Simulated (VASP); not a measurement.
Data:

```
CELL_PARAMETERS angstrom
      1.35500    -2.34693     0.00000
      1.35500     2.34693     0.00000
      0.00000     0.00000     4.28000
ATOMIC_POSITIONS crystal
  Ru 0.33333 0.66667 0.25000
  Ru 0.66667 0.33333 0.75000
```

Level of theory: vdW-DF-cx, VASP's PBE PAW potentials (set 64) (plane waves; VASP). Numerical set-up: 520 eV cut-off, 14×14×8 Γ-centred mesh, first-order Methfessel-Paxton smearing of 0.10 eV, potentials Ru_pv.

### Question
The ions, cell shape and volume are relaxed. Which structure does the run end with?

### Answer

```
CELL_PARAMETERS angstrom
      1.34823    -2.33520     0.00000
      1.34823     2.33520     0.00000
      0.00000     0.00000     4.25442
ATOMIC_POSITIONS crystal
  Ru 0.33333 0.66667 0.25000
  Ru 0.66667 0.33333 0.75000
```
Space group P6_3/mmc (194), at a tolerance of 0.03 Å.

### Question
How do energy and volume change from the first to the last step?

### Answer
The energy (σ→0) changes by -3.7 meV/atom and the volume by -1.6 %, in 4 ionic steps.

The compound is Ru in the hcp structure. This run relaxes it. Symmetry was kept, so distortions that lower it aren't found.
